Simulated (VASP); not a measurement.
An input for Quantum ESPRESSO's pw.x (written as the equivalent of a VASP run, and not itself run):

```
&CONTROL
  calculation = 'scf'
  pseudo_dir = './pseudo'
  outdir = './out'
  tprnfor = .true.
  tstress = .true.
/
&SYSTEM
  ibrav = 0
  nat = 2
  ntyp = 1
  ecutwfc = 84
  occupations = 'smearing'
  smearing = 'fermi-dirac'
  degauss = 0.00735
  input_dft = 'pbe'
/
&ELECTRONS
  conv_thr = 7.3e-08
  electron_maxstep = 100
/
ATOMIC_SPECIES
  Ti 47.867 Ti.upf
CELL_PARAMETERS angstrom
     1.4750000   -2.5547750    0.0000000
     1.4750000    2.5547750    0.0000000
     0.0000000    0.0000000    4.6800000
ATOMIC_POSITIONS crystal
  Ti   0.3333330  0.6666670  0.2500000
  Ti   0.6666670  0.3333330  0.7500000
K_POINTS automatic
  1 1 1 0 0 0
```

Problem. Translate this input to VASP (INCAR, KPOINTS, POSCAR, choice of POTCAR).

Solution. This is not unique; one that fits is 
### INCAR
```
SYSTEM = Ti
PREC = Accurate
ENCUT = 300
EDIFF = 1E-6
NELM = 100
ALGO = Normal
LREAL = .FALSE.
LASPH = .TRUE.
ISMEAR = -1
SIGMA = 0.1
GGA = PE
LMAXMIX = 4
LWAVE = .FALSE.
LCHARG = .FALSE.
ISIF = 2
```

File KPOINTS:
```
K-points
0
G
 1 1 1
0 0 0
```

### POSCAR
```
Ti
9.360
  0.1575854701  -0.2729460470   0.0000000000
  0.1575854701   0.2729460470   0.0000000000
  0.0000000000   0.0000000000   0.5000000000
Ti
2
direct
  0.3333330000   0.6666670000   0.2500000000
  0.6666670000   0.3333330000   0.7500000000
```

POTCAR, in this order: Ti_sv (PBE.64 set). Program: vasp_std.

The two are equivalent in intent, not identical: the potentials are each code's own (VASP's PAW set, PseudoDojo norm-conserving files in pw.x), so ENCUT and ecutwfc are chosen apart and not converted; conv_thr bounds pw.x's estimated SCF error, while EDIFF bounds the energy change between steps.

The structure is a typed Ti crystal (P6_3/mmc). The cell was not relaxed at this level. The k-mesh is coarse (spacing up to 2.46 per Å, 2π included), so the numbers may not be converged in it. The run is one of a series of settings (KPOINTS 1×1×1 Γ-centred mesh against the base run), some of them coarse on purpose.
